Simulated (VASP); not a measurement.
Input:

```xyz
2
Lattice="2.8293 0.0000 0.0000 0.0000 2.7843 0.0000 0.0000 0.0000 3.9676" Properties=species:S:1:pos:R:3 pbc="T T T"
Ti     0.0000     0.0000     0.0000
Al     1.4832     1.3921     1.9838
```

Calculation: PBE GGA + U (Dudarev), VASP's PBE PAW potentials (set 64) (plane waves; VASP 6.6.1). Numerical set-up: 400 eV cut-off, 12×12×8 Γ-centred mesh, first-order Methfessel-Paxton smearing of 0.10 eV, potentials Ti_sv Al, U − J: Ti 5.00 eV.

Task: Which forces act on the atoms, in eV/Å?

Result: 
```tsv
atom	Fx	Fy	Fz
Ti1	0.390	0.000	0.000
Al2	-0.390	0.000	0.000
```

Task: Give the stress tensor in GPa (positive for a compressed cell).

Result: 
```
 8.81   0.00   0.00
 0.00  11.87   0.00
 0.00   0.00  13.83
```
The pressure is its mean diagonal, 11.50 GPa.

The compound is TiAl in the L1_0 structure. The cell was not relaxed at this level, atoms are displaced from their ideal sites. The run is one of a series of settings (LDAU = .TRUE., LDAUJ = 0 0, LDAUL = 2 -1, LDAUTYPE = 2, LDAUU = 5.0 0, LMAXMIX = 2 against the base run), some of them coarse on purpose. The electron count is odd and the run is not spin-polarised, which forces a metal.
